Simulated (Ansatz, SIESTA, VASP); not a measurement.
MnS (Fm-3m, 4 atoms in the cell) computed with different codes at matched settings

Self-consistent single point.

```
MnS
1.0
    5.22000     2.61000     2.61000
    2.61000     5.22000     2.61000
    2.61000     2.61000     5.22000
Mn S
2 2
Direct
  0.00000   0.00000   0.00000
  0.50000   0.50000   0.50000
  0.25000   0.25000   0.25000
  0.75000   0.75000   0.75000
```
Moments meant for the start (each program seeds them in its own way; μB, in the order of the atoms Mn Mn S S): 5.0 -5.0 0.0 0.0.

Shared settings, as Ansatz (a first-principles code) writes them: kpoints.mp_grid.grid = 6 6 6; scf.occupations.method = fermi_dirac; scf.occupations.width = 0.02 eV. Potentials and cutoffs stand in the table.

```
code                                                                                                                      model  pressure (GPa)  gap on the mesh (eV)       cutoff
------  -----------------------------------------------------------------------------------------------------------------------  --------------  --------------------  -----------
VASP                                                                                    PBE, VASP's PBE PAW potentials (set 64)           -3.90                     –       300 eV
Ansatz                                                                                                   PBE, default PAW files           -3.59                 0.892      default
SIESTA  GGA PBE, numerical atomic orbitals DZP, PseudoDojo PBE standard norm-conserving potentials (rewritten from UPF to PSML)           -4.94                 1.310  grid 400 Ry
```

A dash marks a value that a program does not give, or that is left out as unsure.

No gap is tabulated for VASP: it is not read from that output, or partly filled or unconverged empty levels leave it unsure.

Gaps are read on the mesh.

On Ansatz's run: the magnetic order is the one reached from the typed start; others were not searched systematically.

The spread over the programs that give each value: pressure within 1.35 GPa; gap on the mesh within 0.418 eV.

SIESTA uses small atom-centred bases, whose incompleteness enters pressures, forces and empty levels differently from a plane-wave cutoff. Ansatz's pressure is given at a fixed set of plane waves, as the other plane-wave codes print theirs; with its correction for the finite basis it is -3.55 GPa. In the pressure, SIESTA (by 1.20) lies more than 1 GPa from the median of the plane-wave programs.

On the base mesh (4 4 4) the same programs gave: Ansatz pressure -3.38 GPa, gap on the mesh 0.888 eV; SIESTA pressure -4.74 GPa, gap on the mesh 1.305 eV; VASP pressure -3.72 GPa.

VASP's run is marked for a possible Pulay error in its stress at this cutoff; no cutoff test was made.

The starting cell has typed, rounded lattice constants, without a prior relaxation at this level.

Keys are those of Ansatz 0.2.
